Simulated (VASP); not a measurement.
OSZICAR of a VASP run on Ga₂O₃ (space group C2/m):

OSZICAR:
```
       N       E                     dE             d eps       ncg     rms          rms(c)
DAV:   1     0.109288698386E+04    0.10929E+04   -0.35115E+04  4080   0.267E+03
DAV:   2     0.149920272926E+03   -0.94297E+03   -0.90468E+03  3848   0.704E+02
DAV:   3    -0.530445424346E+02   -0.20296E+03   -0.19801E+03  4084   0.234E+02
DAV:   4    -0.682635366488E+02   -0.15219E+02   -0.15091E+02  4580   0.707E+01
DAV:   5    -0.687033033786E+02   -0.43977E+00   -0.43845E+00  4512   0.118E+01    0.174E+01
DAV:   6    -0.595087681127E+02    0.91945E+01   -0.34421E+01  6680   0.644E+01    0.495E+00
DAV:   7    -0.596798412045E+02   -0.17107E+00   -0.33294E+00  3924   0.100E+01    0.349E+00
DAV:   8    -0.596534176445E+02    0.26424E-01   -0.52930E-01  5360   0.705E+00    0.118E+00
DAV:   9    -0.596221434867E+02    0.31274E-01   -0.14385E-01  5576   0.484E+00    0.261E-01
DAV:  10    -0.596232040134E+02   -0.10605E-02   -0.21515E-02  5300   0.138E+00    0.148E-01
DAV:  11    -0.596235750097E+02   -0.37100E-03   -0.31393E-03  4104   0.754E-01    0.895E-02
DAV:  12    -0.596236561686E+02   -0.81159E-04   -0.12270E-03  5304   0.510E-01    0.246E-02
DAV:  13    -0.596236677814E+02   -0.11613E-04   -0.19141E-04  5468   0.124E-01    0.126E-02
DAV:  14    -0.596236699394E+02   -0.21580E-05   -0.66968E-05  4976   0.707E-02    0.933E-03
DAV:  15    -0.596236689983E+02    0.94113E-06   -0.70486E-06  4396   0.317E-02
   1 F= -.59623669E+02 E0= -.59623669E+02  d E =-.687451E-68
```

### Question
Which electronic solver shows in the log?

### Answer
It is blocked Davidson (ALGO = Normal, or the opening steps of other solvers). The INCAR had ALGO = Normal.

### Question
Can the final energy be trusted as converged?

### Answer
The calculation finished and met its thresholds. It stopped with EDIFF = 1E-6, NELM = 100 (PBE GGA, plane waves, VASP's PBE PAW potentials (set 64)).

The structure comes from a computed database's Ga2O3 entry; how it stands against other phases isn't given here. The cell was not relaxed at this level.
